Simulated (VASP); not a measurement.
A convergence study with VASP on TiSe₂ (space group no. 164 when undisturbed): a few settings are varied, all else stays as given below, so the limit is that of these other settings. One atom is moved off its site, so that forces are finite.

```xyz
3
Lattice="1.7647 -3.0565 0.0000 1.7647 3.0565 0.0000 0.0000 0.0000 5.9920" Properties=species:S:1:pos:R:3 pbc="T T T"
Ti     0.0000     0.0000     0.0500
Se     1.7647     1.0188     1.5280
Se     1.7647    -1.0188     4.4640
```

These are PBE GGA, VASP's PBE PAW potentials (set 64) (plane waves; VASP 6.6.1) values and carry that method's errors. The last row used: 300 eV cut-off, 18×18×10 Γ-centred mesh, Gaussian smearing of 0.010 eV, potentials Ti_sv Se.

```json
[
 {"setting": "SIGMA = 1.0", "E (eV/atom)": "-6.0280", "pressure (GPa)": "2.87", "irreducible k-points": "330"},
 {"setting": "SIGMA = 0.5", "E (eV/atom)": "(withheld)", "pressure (GPa)": "(withheld)", "irreducible k-points": "330"},
 {"setting": "SIGMA = 0.3", "E (eV/atom)": "(withheld)", "pressure (GPa)": "(withheld)", "irreducible k-points": "330"},
 {"setting": "SIGMA = 0.2", "E (eV/atom)": "-6.0481", "pressure (GPa)": "2.23", "irreducible k-points": "330"},
 {"setting": "SIGMA = 0.1", "E (eV/atom)": "-6.0481", "pressure (GPa)": "2.23", "irreducible k-points": "330"},
 {"setting": "SIGMA = 0.05", "E (eV/atom)": "-6.0481", "pressure (GPa)": "2.24", "irreducible k-points": "330"},
 {"setting": "SIGMA = 0.02", "E (eV/atom)": "-6.0481", "pressure (GPa)": "2.24", "irreducible k-points": "330"},
 {"setting": "SIGMA = 0.01", "E (eV/atom)": "-6.0481", "pressure (GPa)": "2.24", "irreducible k-points": "330"}
]
```

Question: Fill in the missing entries.

Answer: 
- SIGMA = 0.3, E (eV/atom): -6.0480
- SIGMA = 0.3, pressure (GPa): 2.22
- SIGMA = 0.5, E (eV/atom): -6.0466
- SIGMA = 0.5, pressure (GPa): 2.26

Left out are rungs that failed or repeat a setting and relaxations that didn't move; long series are thinned to 24 rows.

The structure is a typed TiSe2 crystal (space group no. 164). The cell was not relaxed at this level, it is distorted from the ideal structure.
